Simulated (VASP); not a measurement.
# KW (P-6m2) in VASP: a series of runs

One crystal, KW, is run at these levels: PBE; tasks: single point, relaxation of cell and atoms.

Everything below comes from runs of VASP 6.6.1. Logs are shortened: lines on timing, memory, paths and dates and some standing lists are left out, and cuts for length are marked.

## Step 1: The crystal as given

Symmetry: P-6m2, No. 187, hexagonal system. Conventional cell: a = 2.842 Å, b = 2.842 Å, c = 6.305 Å, α = 90.00°, β = 90.00°, γ = 120.00°. K (site symmetry -6m2) has 6 K at 2.84 Å as nearest neighbours. W (site symmetry -6m2) is surrounded by 6 W at 2.84 Å.

The cell was built by a generator and needn't be a form met in nature.

## Step 2: Single point, PBE

Contents of INCAR:

```
SYSTEM = KW
PREC = Accurate
ENCUT = 520
EDIFF = 1E-6
ISMEAR = 0
SIGMA = 0.1
LREAL = .False.
LASPH = .True.
NELM = 80
ALGO = Normal
ISIF = 2
LWAVE = .False.
LCHARG = .False.
GGA = PE
NBANDS = 18
```

Contents of KPOINTS:

```
regular mesh
0
Gamma
  6 6 4
  0 0 0
```

Contents of POSCAR:

```
KW
1.0
    2.8416290015      0.0000000000      0.0000000000
   -1.4208145008      2.4609229034      0.0000000000
    0.0000000000      0.0000000000      6.3051858198
K W
1 1
Direct
    0.0000000000      0.0000000000      0.0000000000
    0.3333333333      0.6666666667      0.5000000000
```

Potentials or basis: VASP PAW PBE potentials, release 64 (K_sv, W_sv).

On the command line:

```console
$ cat potpaw_PBE.64/K_sv/POTCAR potpaw_PBE.64/W_sv/POTCAR > POTCAR
$ mpirun -np 1 vasp_std > vasp.out
```

OUTCAR:

```text
SYSTEM = KW
   PREC = Accurate
   ENCUT = 520
   EDIFF = 1E-6
   ISMEAR = 0
   LREAL = .False.
   LASPH = .True.
   NELM = 80
   ISIF = 2
   GGA = PE

 ion  position               nearest neighbor table
   1  0.000  0.000  0.000-   2 3.55   2 3.55   2 3.55   2 3.55   2 3.55   2 3.55
   2  0.333  0.667  0.500-   1 3.55   1 3.55   1 3.55   1 3.55   1 3.55   1 3.55

  LATTYP: Found a hexagonal cell.
 ALAT       =     2.8416290015
 C/A-ratio  =     2.2188631297

  Lattice vectors:

 A1 = (   2.8416290015,   0.0000000000,   0.0000000000)
 A2 = (  -1.4208145008,   2.4609229034,   0.0000000000)
 A3 = (   0.0000000000,   0.0000000000,   6.3051858198)

Analysis of symmetry for initial positions (statically):
=====================================================================
 Subroutine PRICEL returns:
 Original cell was already a primitive cell.

 Routine SETGRP: Setting up the symmetry group for a
 hexagonal supercell.

 Subroutine GETGRP returns: Found 12 space group operations
 (whereof 12 operations were pure point group operations)
 out of a pool of 24 trial point group operations.

The static configuration has the point symmetry D_3h.

Analysis of symmetry for dynamics (positions and initial velocities):
=====================================================================
 Subroutine PRICEL returns:
 Original cell was already a primitive cell.

 Routine SETGRP: Setting up the symmetry group for a
 hexagonal supercell.

 Subroutine GETGRP returns: Found 12 space group operations
 (whereof 12 operations were pure point group operations)
 out of a pool of 24 trial point group operations.

The dynamic configuration has the point symmetry D_3h.

 Subroutine INISYM returns: Found 12 space group operations
 (whereof 12 operations are pure point group operations),
 and found     1 'primitive' translations

----------------------------------------------------------------------------------------

                                     Primitive cell

  volume of cell :      44.0924

  direct lattice vectors                    reciprocal lattice vectors
     2.841629001  0.000000000  0.000000000     0.351910823  0.203175808  0.000000000
    -1.420814501  2.460922903  0.000000000     0.000000000  0.406351617  0.000000000
     0.000000000  0.000000000  6.305185820     0.000000000  0.000000000  0.158599608

  length of vectors
     2.841629001  2.841629001  6.305185820     0.406351617  0.406351617  0.158599608

  position of ions in fractional coordinates (direct lattice)
     0.000000000  0.000000000  0.000000000
     0.333333333  0.666666667  0.500000000

  ion indices of the primitive-cell ions
   primitive index   ion index
                 1           1
                 2           2

----------------------------------------------------------------------------------------

 KPOINTS: regular mesh

Automatic generation of k-mesh.
 Grid dimensions read from file:
 generate k-points for:    6    6    4

 Generating k-lattice:

  Cartesian coordinates                     Fractional coordinates (reciprocal lattice)
     0.058651804  0.033862635  0.000000000     0.166666667  0.000000000  0.000000000
     0.000000000  0.067725269  0.000000000     0.000000000  0.166666667  0.000000000
     0.000000000  0.000000000  0.039649902     0.000000000  0.000000000  0.250000000

  Length of vectors
     0.067725269  0.067725269  0.039649902

  Shift w.r.t. Gamma in fractional coordinates (k-lattice)
     0.000000000  0.000000000  0.000000000

 Subroutine IBZKPT returns following result:
 ===========================================

 Found     21 irreducible k-points:

 Following reciprocal coordinates:
            Coordinates               Weight
  0.000000  0.000000  0.000000      1.000000
  0.166667  0.000000  0.000000      6.000000
  0.333333  0.000000  0.000000      6.000000
  0.500000  0.000000  0.000000      3.000000
  0.166667  0.166667  0.000000      6.000000
  0.333333  0.166667  0.000000     12.000000
[... 13 lines left out ...]
  0.333333  0.166667  0.500000     12.000000
  0.333333  0.333333  0.500000      2.000000
   k-points           NKPTS =     21   k-points in BZ     NKDIM =     21   number of bands    NBANDS=     18
   number of dos      NEDOS =    301   number of ions     NIONS =      2
   total plane-waves  NPLWV =  27648
   dimension x,y,z NGX =    24 NGY =   24 NGZ =   48
   dimension x,y,z NGXF=    48 NGYF=   48 NGZF=   96
   ions per type =               1   1
   NGX,Y,Z   is equivalent  to a cutoff of  14.04, 14.04, 12.66 a.u.
   NGXF,Y,Z  is equivalent  to a cutoff of  28.08, 28.08, 25.31 a.u.
 SYSTEM =  KW
   PREC   = accura    normal or accurate (medium, high low for compatibility)
   ISTART =      0    job   : 0-new  1-cont  2-samecut
   ICHARG =      2    charge: 1-file 2-atom 10-const
   ISPIN  =      1    spin polarized calculation?
   LNONCOLLINEAR =      F non collinear calculations
   LSORBIT =      F    spin-orbit coupling
   LASPH  =      T    aspherical Exc in radial PAW
   ENCUT  =  520.0 eV  38.22 Ry    6.18 a.u.   5.28  5.28 11.72*2*pi/ulx,y,z
   NELM   =     80;   NELMIN=  2; NELMDL= -5     # of ELM steps
   EDIFF  = 0.1E-05   stopping-criterion for ELM
   LREAL  =      F    real-space projection
   EDIFFG = 0.1E-04   stopping-criterion for IOM
   NSW    =      0    number of steps for IOM
   IBRION =     -1    ionic relax: 0-MD 1-quasi-New 2-CG
   NFREE  =      0    steps in history (QN), initial steepest desc. (CG)
   ISIF   =      2    stress and relaxation
   ISYM   =      2    0-nonsym 1-usesym 2-fastsym
   POTIM  = 0.5000    time-step for ionic-motion
   TEBEG  =    0.0;   TEEND  =   0.0 temperature during run
   PSTRESS=    0.0 pullay stress
   NELECT =      23.0000    total number of electrons
   NUPDOWN=      -1.0000    fix difference up-down
   EMIN   =  10.00;   EMAX   =-10.00  energy-range for DOS
   EFERMI =   0.00;   METHOD = LEGACY
   ISMEAR =     0;   SIGMA  =   0.10  broadening in eV -4-tet -1-fermi 0-gaus
   EFERMI_NEDOS =   21; number of points for ismear=-14 and -15
   IALGO  =     38    algorithm
   IMIX   =      4    mixing-type and parameters
     AMIX     =   0.40;   BMIX     =  1.00
     AMIX_MAG =   1.60;   BMIX_MAG =  1.00
  volume/ion in A,a.u.               =      22.05       148.77
  Fermi-wavevector in a.u.,A,eV,Ry     =   1.317841  2.490358 23.629305  1.736705
  Thomas-Fermi vector in A             =   2.447853
   LORBIT       =      0    0 simple, 1 ext, 2 COOP (PROOUT), +10 PAW based schemes
   GGA     = PE    functional components
   LHFCALC =     F    Hartree Fock is set to
   AEXX    =    0.0000 exact exchange contribution
   IVDW    =     0    specifies the selected vdW correction
   LEPSILON=     F    determine dielectric tensor
   LRPA    =     F    only Hartree local field effects (RPA)
 non-spin polarized calculation
 Gauss-broadening in eV      SIGMA  =   0.10
  energy-cutoff  :      520.00
  volume of cell :       44.09
 maximum number of plane-waves:      1204
 NGX is ok and might be reduce to    24
   NGX = 11   NGY = 11   NGZ = 23

 number of electron      23.0000001 magnetization

 Free energy of the ion-electron system (eV)
  ---------------------------------------------------
  ext. energy  EPLUGINS =         0.00000000
  ---------------------------------------------------
  free energy    TOTEN  =       -10.82800286 eV

  energy without entropy =      -10.81756354  energy(sigma->0) =      -10.82278320

 E-fermi :   5.6044     XC(G=0): -10.6510

 val. band max:        5.5978386043   @ k =   0.3333   0.3333   0.2500
 cond. band min:       5.6934850667   @ k =   0.3333   0.1667   0.5000
 fundamental gap:      0.0956464624
 Fermi energy:         5.6044110832

 k-point     1 :       0.0000    0.0000    0.0000
  band No.  band energies     occupation
      1     -68.4443      2.00000
      2     -32.7133      2.00000
      3     -32.0870      2.00000
      4     -32.0870      2.00000
      5     -27.4880      2.00000
      6     -10.5738      2.00000
[... 10 lines left out ...]
     17      11.0589      0.00000
     18      11.0589      0.00000

 k-point     2 :       0.1667    0.0000    0.0000
  band No.  band energies     occupation
      1     -68.4264      2.00000
      2     -32.6820      2.00000
      3     -32.3159      2.00000
      4     -32.1403      2.00000
      5     -27.3102      2.00000
      6     -10.4061      2.00000
[... 10 lines left out ...]
     17      10.1464      0.00000
     18      12.1484      0.00000

 k-point     3 :       0.3333    0.0000    0.0000
  band No.  band energies     occupation
      1     -68.3903      2.00000
      2     -32.7547      2.00000
      3     -32.6190      2.00000
      4     -32.2451      2.00000
      5     -26.9275      2.00000
      6     -11.6323      2.00000
[... 10 lines left out ...]
     17      11.9523      0.00000
     18      13.2667      0.00000

 k-point     4 :       0.5000    0.0000    0.0000
  band No.  band energies     occupation
      1     -68.3722      2.00000
      2     -32.9655      2.00000
      3     -32.5873      2.00000
      4     -32.2968      2.00000
      5     -26.7201      2.00000
      6     -12.3282      2.00000
[... 312 lines left out ...]
      4     -32.2637      2.00000
      5     -27.0271      2.00000
      6     -11.1149      2.00000
[... 10 lines left out ...]
     17      10.5070      0.00000
     18      10.7644      0.00000

 k-point    20 :       0.3333    0.1667    0.5000
  band No.  band energies     occupation
      1     -68.3721      2.00000
      2     -32.8565      2.00000
      3     -32.5874      2.00000
      4     -32.4152      2.00000
      5     -26.7231      2.00000
      6     -11.9672      2.00000
[... 10 lines left out ...]
     17      11.3475      0.00000
     18      12.1605      0.00000

 k-point    21 :       0.3333    0.3333    0.5000
  band No.  band energies     occupation
      1     -68.3630      2.00000
      2     -32.7062      2.00000
      3     -32.7058      2.00000
      4     -32.5715      2.00000
      5     -26.6188      2.00000
      6     -11.4741      2.00000
[... 10 lines left out ...]
     17      10.3269      0.00000
     18      13.1342      0.00000

------------------------ aborting loop because EDIFF is reached ----------------------------------------

  FORCE on cell =-STRESS in cart. coord.  units (eV):
  Direction    XX          YY          ZZ          XY          YZ          ZX
  --------------------------------------------------------------------------------------
  -------------------------------------------------------------------------------------
  Total        0.0923664      0.0923664      0.0238321     -0.0000000     -0.0000000      0.0000000
  in kB        3.3563053      3.3563053      0.8659822     -0.0000000     -0.0000000      0.0000000
  external PRESSURE =       2.5261976 kB  Pullay stress =       0.0000000 kB

 VOLUME and BASIS-vectors are now :
 -----------------------------------------------------------------------------
  energy-cutoff  :      520.00
  volume of cell :       44.09
      direct lattice vectors                 reciprocal lattice vectors
     2.841629001  0.000000000  0.000000000     0.351910823  0.203175808  0.000000000
    -1.420814501  2.460922903  0.000000000     0.000000000  0.406351617  0.000000000
     0.000000000  0.000000000  6.305185820     0.000000000  0.000000000  0.158599608

 POSITION                                       TOTAL-FORCE (eV/Angst)
 -----------------------------------------------------------------------------------
      0.00000      0.00000      0.00000        -0.000000     -0.000000      0.000000
     -0.00000      1.64062      3.15259         0.000000      0.000000      0.000000
 -----------------------------------------------------------------------------------
    total drift:                                0.000000     -0.000000     -0.000000

  FREE ENERGIE OF THE ION-ELECTRON SYSTEM (eV)
  ---------------------------------------------------
  free  energy   TOTEN  =       -10.8280028553 eV

  energy  without entropy=      -10.8175635375  energy(sigma->0) =      -10.82278320
```

Wall time 8.4 s (1 thread of Intel Xeon 6975P-C (Granite Rapids), shared host); peak memory 0.17 GiB.

What came out:

```
Free energy            : -10.8280 eV
Pressure               : 0.3 GPa
Band gap on the k mesh : none (metal or under the smearing width)
```

Levels at points of the mesh, in eV from the Fermi level:
```
           k point  band 9  band 10  band 11  band 12  band 13  band 14  band 15  band 16
(0.00, 0.00, 0.00)   -6.83    -2.64    -0.12    -0.12    -0.09     1.54     2.89     2.89
(0.50, 0.00, 0.00)   -4.16    -2.53    -0.29     0.95     1.29     1.75     1.96     5.16
(0.00, 0.00, 0.50)   -6.56    -2.02    -1.74    -0.12    -0.12     1.88     2.88     2.88
(0.50, 0.00, 0.50)   -4.17    -2.65    -0.82     1.05     1.62     1.81     4.29     4.32
```

Caveat: the k mesh is coarse (spacing up to 0.43 Å⁻¹), so the values aren't converged. Spin-orbit coupling is left out, which matters for the levels of W.

## Step 3: Relaxation of cell and atoms, PBE

This run uses another cell than the first one, of 42.39 Å³/atom, 1.923 times its volume.

Contents of INCAR:

```
PREC = Accurate
ENCUT = 600
EDIFF = 1E-6
ISMEAR = 0
SIGMA = 0.1
LREAL = F
LASPH = T
NELM = 60
ALGO = Normal
ISIF = 3
LWAVE = F
LCHARG = F
GGA = PE
IBRION = 2
NSW = 90
EDIFFG = -0.04
```

Contents of KPOINTS:

```
Automatic mesh
0
Gamma
  6 6 4
```

Contents of POSCAR:

```
KW
1.0
    4.0886309200      0.0000000000      0.0000000000
   -2.0443154600      3.5408582400      0.0000000000
    0.0000000000      0.0000000000      5.8557222500
K W
1 1
Direct
    0.0000000000      0.0000000000      0.0000000000
    0.3333333300      0.6666666700      0.5000000000
```

Potentials or basis: VASP PAW PBE potentials, release 64 (K_sv, W_sv).

On the command line:

```console
$ cat potpaw_PBE.64/K_sv/POTCAR potpaw_PBE.64/W_sv/POTCAR > POTCAR
$ mpirun -np 1 vasp_std > vasp.out
```

Run time: 5.6 min. Hardware: 1 thread of Intel Xeon 6975P-C (Granite Rapids), shared host; peak memory 0.3 GiB.

It converged, with:

- Free energy: -10.8290 eV
- Relaxed volume: 22.11 Å³/atom
- Relaxed cell: a = 2.845 Å, b = 2.845 Å, c = 6.308 Å, α = 90.00°, β = 90.00°, γ = 120.00°
- Space group after relaxing (to 0.05 Å): P-6m2 (No. 187)
- Energy gained by relaxing: 1974.1 meV/atom
- Ionic steps: 13
- Pressure after relaxing: 0.1 GPa
- Band gap on the k mesh: none (metal or under the smearing width)

The path:
| step | energy change (eV) | largest force (eV/Å) | pressure (GPa) | volume (Å³) |
| --- | --- | --- | --- | --- |
| 1 | 0.0000 | 0.0000 | -7.57 | 84.77 |
| 2 | -1.8634 | 0.0000 | -10.19 | 62.14 |
| 3 | 39.9773 | 0.0000 | 1025.97 | 16.19 |
| 4 | -2.1190 | 0.0000 | -10.12 | 59.60 |
| 5 | -3.1074 | 0.0000 | 33.54 | 34.24 |
| 6 | -3.3411 | 0.0000 | -4.76 | 47.08 |
| 7 | -3.6507 | 0.0000 | 6.93 | 40.39 |
| 8 | -3.2644 | 0.0000 | 21.12 | 38.74 |
| 9 | -3.8269 | 0.0000 | 9.29 | 39.97 |
| 10 | -3.8915 | 0.0000 | -5.07 | 47.57 |
| 11 | -3.9447 | 0.0000 | -0.31 | 44.25 |
| 12 | -3.9480 | 0.0000 | 0.15 | 44.21 |
| 13 | -3.9483 | 0.0000 | 0.05 | 44.22 |

Final structure:
```
K W
1.0
     2.84525    0.00000    0.00000
    -1.42262    2.46406    0.00000
     0.00000    0.00000    6.30791
K W
1 1
Direct
  0.00000 0.00000 0.00000
  0.33333 0.66667 0.50000
```

Levels at points of the mesh, in eV from the Fermi level:
| k point | band 9 | band 10 | band 11 | band 12 | band 13 | band 14 | band 15 |
| --- | --- | --- | --- | --- | --- | --- | --- |
| (0.00, 0.00, 0.00) | -6.81 | -2.63 | -0.11 | -0.11 | -0.09 | 1.54 | 2.88 |
| (0.50, 0.00, 0.00) | -4.14 | -2.51 | -0.29 | 0.95 | 1.30 | 1.75 | 1.96 |
| (0.00, 0.00, 0.50) | -6.54 | -2.02 | -1.73 | -0.11 | -0.11 | 1.88 | 2.87 |
| (0.50, 0.00, 0.50) | -4.15 | -2.63 | -0.81 | 1.06 | 1.61 | 1.81 | 4.29 |

Caveat: the volume moved by over 15 % at a fixed basis, so the end points are rough.
